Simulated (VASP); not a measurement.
All values below come from PBE GGA, VASP's PBE PAW potentials (set 64) (plane waves; VASP).

VASP ran on this input.

### INCAR
```
! general
SYSTEM   = MgSe
PREC     = Accurate
ENCUT    = 400
LREAL    = .FALSE.
LASPH    = .TRUE.
KSPACING = 0.4
KGAMMA   = .TRUE.

! electronic loop
EDIFF    = 1E-6
NELM     = 100
ALGO     = Normal
LMAXMIX  = 4

! smearing
ISMEAR   = 0
SIGMA    = 0.05

! functional
GGA      = PE

! ions
ISIF     = 2

! output
LWAVE    = .FALSE.
LCHARG   = .FALSE.
```

POSCAR:
```
MgSe
3.8608030
  0.0000000000   0.7071067858   0.7071067858
  0.7071067858   0.0000000000   0.7071067858
  0.7071067858   0.7071067858   0.0000000000
Mg Se
1 1
Cart
  0.0000000000   0.0000000000   0.0000000000
  0.7071067858   0.7071067858   0.7071067858
```

POTCAR, in this order: Mg Se (PBE.64 set). Program: vasp_std.

What will the output report for the number of irreducible k-points (NKPTS), number of bands (NBANDS), largest plane-wave count, number of space-group operations, FFT grid (NGX, NGY, NGZ)?

The number of irreducible k-points (NKPTS) is 10 and the number of bands (NBANDS) comes out as 8. The largest plane-wave count is 750, the number of space-group operations comes out as 48 and the FFT grid (NGX, NGY, NGZ) comes out as 28 × 28 × 28.

The compound is MgSe in the rock salt structure. The cell was not relaxed at this level. The run is one of a series of settings (KGAMMA = .TRUE., KSPACING = 0.4, KPOINTS file removed against the base run), some of them coarse on purpose.
